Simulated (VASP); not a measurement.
Input:

```xyz
8
Lattice="-2.5998 2.5998 5.0704 2.5998 -2.5998 5.0704 2.5998 2.5998 -5.0704" Properties=species:S:1:pos:R:3 pbc="T T T"
Zn     0.0000     0.0000     0.0000
Zn     0.0000     2.5998     2.5352
Si     0.0000     0.0000     5.0704
Si     2.5998     0.0000     2.5352
P      1.2360     1.2999     6.3380
P      1.2999    -1.2360     3.8028
P      1.3638     1.2999     1.2676
P      1.2999     3.8358    -1.2676
```

These are PBEsol GGA, VASP's PBE PAW potentials (set 64) (plane waves; VASP) values and carry that method's errors. Numerical set-up: 500 eV cut-off, 6×6×6 Γ-centred mesh, Gaussian smearing of 0.050 eV, potentials Zn Si P.

Energy and stress use the plane-wave basis of the starting cell.

Q: The ions, cell shape and volume at an external pressure of 20.0 GPa are relaxed. Which structure does the run end with?

A: 
```xyz
8
Lattice="-2.5443 2.5443 4.9618 2.5443 -2.5443 4.9618 2.5443 2.5443 -4.9618" Properties=species:S:1:pos:R:3 pbc="T T T"
Zn     0.0000     0.0000     0.0000
Zn     0.0000     2.5443     2.4809
Si     0.0000     0.0000     4.9618
Si     2.5443     0.0000     2.4809
P      1.2183     1.2722     6.2023
P      1.2722    -1.2183     3.7214
P      1.3260     1.2722     1.2405
P      1.2722     3.7626    -1.2405
```
Space group I-42d (122), at a tolerance of 0.03 Å.

Q: How do energy and volume change from the first to the last step?

A: The energy (σ→0) changes by +99.1 meV/atom and the volume by -6.3 %, in 6 ionic steps.

The compound is ZnSiP2 in the chalcopyrite structure. This run relaxes it under an external pressure of 20 GPa. Symmetry was kept, so distortions that lower it aren't found.
